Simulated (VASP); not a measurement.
Energy against volume of CuAu (L1_0). Level of theory: LDA (Ceperley-Alder, Perdew-Zunger), VASP's LDA PAW potentials (set 64) (plane waves; VASP). Settings: 520 eV cut-off, 13×13×10 Γ-centred mesh, first-order Methfessel-Paxton smearing of 0.10 eV, potentials Cu Au.

Shape and ions are relaxed at each volume.

| V (Å³/atom) | E (eV/atom) |
|---|---|
| 13.403 | -4.62301 |
| 13.817 | -4.63190 |
| 14.232 | -4.62585 |
| 14.646 | -4.60744 |

### Question
Fit these four points and predict the energy of the run at 12.988 Å³/atom.

### Answer
A cubic in V^(−2/3), the third-order Birch-Murnaghan form, passes through the four points with V0 = 13.84 Å³/atom and B0 = 190 GPa, and gives -4.5961 eV/atom there. The run gave -4.5966 eV/atom, -0.5 meV/atom from the fit; all five points give B0 = 188 GPa.

The compound is CuAu in the L1_0 structure. It was relaxed first.
